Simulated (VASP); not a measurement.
All values below come from PBEsol GGA, VASP's PBE PAW potentials (set 64) (plane waves; VASP).

VASP ran on this input.

**POSCAR**
```
YSb
1
    3.7481792518     0.0000000000    -0.0000000000
    0.0000000000     3.7481792518    -0.0000000000
    0.0000000000     0.0000000000     3.7481792518
Y Sb
1 1
Direct
  0.0000000000   0.0000000000   0.0000000000
  0.5000000000   0.5000000000   0.5000000000
```

### KPOINTS
```
Automatic mesh
0
Gamma
9 9 9
0 0 0
```

INCAR:
```
SYSTEM = YSb
PREC = Accurate
ENCUT = 400
EDIFF = 1E-6
NELM = 100
ALGO = Normal
LREAL = .FALSE.
LASPH = .TRUE.
ISMEAR = 1
SIGMA = 0.1
GGA = PS
LMAXMIX = 4
LWAVE = .FALSE.
LCHARG = .FALSE.
IBRION = 2
ISIF = 3
NSW = 60
EDIFFG = -0.01
```

POTCAR, in this order: Y_sv Sb (PBE.64 set). Program: vasp_std.

Unless said otherwise, spin-orbit coupling is left out, though it shifts the bands of the heavy elements here.

Q: Predict the energy per atom (σ→0), volume per atom, band gap (on the k-mesh).

A: 
| Quantity | Value |
|---|---|
| energy per atom (σ→0) | -6.563 eV/atom |
| band gap (on the k-mesh) | none (metal, semimetal or under 0.01 eV) |
| volume per atom | 26.27 Å^3/atom |

### OSZICAR
```
...
DAV:   1    -0.131253223132E+02   -0.41256E-03   -0.82926E-03  1068   0.668E-01    0.148E-01
DAV:   2    -0.131249740507E+02    0.34826E-03   -0.69213E-04  1052   0.234E-01    0.774E-02
DAV:   3    -0.131248970010E+02    0.77050E-04   -0.60699E-04  1272   0.137E-01    0.654E-02
DAV:   4    -0.131249156452E+02   -0.18644E-04   -0.40275E-05  1036   0.535E-02    0.178E-02
DAV:   5    -0.131249196415E+02   -0.39962E-05   -0.30489E-05  1368   0.281E-02    0.892E-03
DAV:   6    -0.131249213794E+02   -0.17379E-05   -0.11721E-06   980   0.804E-03    0.377E-03
DAV:   7    -0.131249219343E+02   -0.55491E-06   -0.36142E-07   448   0.402E-03
   2 F= -.13124922E+02 E0= -.13125905E+02  d E =-.122076E-04
```

The structure was generated: YSb was put into the CsCl type type (Pm-3m), which need not be its known phase. This run relaxes it. Symmetry was kept, so distortions that lower it aren't found. The start is the result of an earlier pass.
